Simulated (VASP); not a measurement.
The system is Mg2CdS3.

```xyz
12
Lattice="7.4955 -0.0483 0.0720 -1.8948 3.2441 -0.0129 0.0883 0.0145 9.3192" Properties=species:S:1:pos:R:3 pbc="T T T"
Mg   -0.0813    2.0520    6.2154
Mg    3.7723    2.0888    6.1725
Mg    1.9593    1.2759    3.2061
Mg    5.6894    0.9012    3.1499
Cd    0.1913    0.0620    9.1209
Cd    1.7972    3.0311    0.0610
S     2.0803    1.0414    7.6853
S     5.8181    1.0604    7.6647
S    -0.0140    2.1908    1.6197
S     3.6603    2.0640    1.6812
S     5.6412    3.1825    4.7247
S     3.7455    0.0037    4.6360
```

The cell was built by a generator and needn't be a form met in nature.

| Quantity | Value |
| --- | --- |
| Program | VASP 6.6.1 |
| Task | relaxation of cell and atoms |
| Functional | PBE |
| Potentials or basis | VASP PAW PBE potentials, release 64 (Mg, Cd, S) |
| Cutoff | 520 eV |
| k mesh | 5 × 5 × 2 |
| Occupations | gaussian, width 0.05 eV |
| Spin | no spin polarisation |

At the start: pressure 2.0 GPa; volume 18.81 Å³/atom.

**Question.** How do energy, volume and symmetry change on relaxing?

**Answer.** Over 20 steps the energy falls by 49.9 meV/atom and the volume is 18.86 Å³/atom (+0.2 %); space group P-3m1 (No. 164, to 0.05 Å).

Step by step:
| step | energy change (eV) | largest force (eV/Å) | pressure (GPa) | volume (Å³) |
| --- | --- | --- | --- | --- |
| 1 | 0.0000 | 1.4837 | 2.00 | 225.74 |
| 2 | -0.3606 | 0.5841 | -1.45 | 233.44 |
| 3 | -0.3694 | 0.5144 | -2.01 | 235.06 |
| 4 | -0.4741 | 0.3805 | -0.24 | 228.28 |
| 5 | -0.4850 | 0.3206 | 0.72 | 225.22 |
| 6 | -0.5294 | 0.2606 | 0.45 | 225.58 |
| 7 | -0.5593 | 0.3041 | 0.13 | 226.12 |
| 8 | -0.5802 | 0.1512 | -0.15 | 226.94 |
| 9 | -0.5852 | 0.0882 | -0.31 | 227.50 |
| 10 | -0.5852 | 0.0915 | -0.34 | 227.60 |
| 11 | -0.5905 | 0.0688 | 0.24 | 225.62 |
| 12 | -0.5905 | 0.0693 | 0.27 | 225.59 |
| 13 | -0.5951 | 0.0534 | 0.12 | 226.12 |
| 14 | -0.5956 | 0.0628 | 0.05 | 226.31 |
| 15 | -0.5957 | 0.0680 | 0.04 | 226.38 |
| 16 | -0.5972 | 0.0393 | -0.12 | 226.81 |
| 17 | -0.5974 | 0.0437 | -0.18 | 227.00 |
| 18 | -0.5982 | 0.0442 | 0.05 | 226.27 |
| 19 | -0.5982 | 0.0449 | 0.05 | 226.26 |
| 20 | -0.5987 | 0.0256 | 0.05 | 226.27 |

Final structure:
```
Mg Cd S
1.0
     7.52271   -0.00550    0.00092
    -1.88321    3.26043    0.00042
    -0.00087    0.00102    9.22921
Mg Cd S
4 2 6
Direct
  0.16645 0.65686 0.65862
  0.66656 0.65964 0.65889
  0.33213 0.32665 0.33536
  0.83256 0.32481 0.33537
  0.99882 0.99340 0.99736
  0.49939 0.98977 0.99637
  0.33313 0.32365 0.81829
  0.83369 0.32691 0.81831
  0.16556 0.66059 0.17567
  0.66556 0.65812 0.17573
  0.99973 0.99198 0.49700
  0.49954 0.99266 0.49723
```
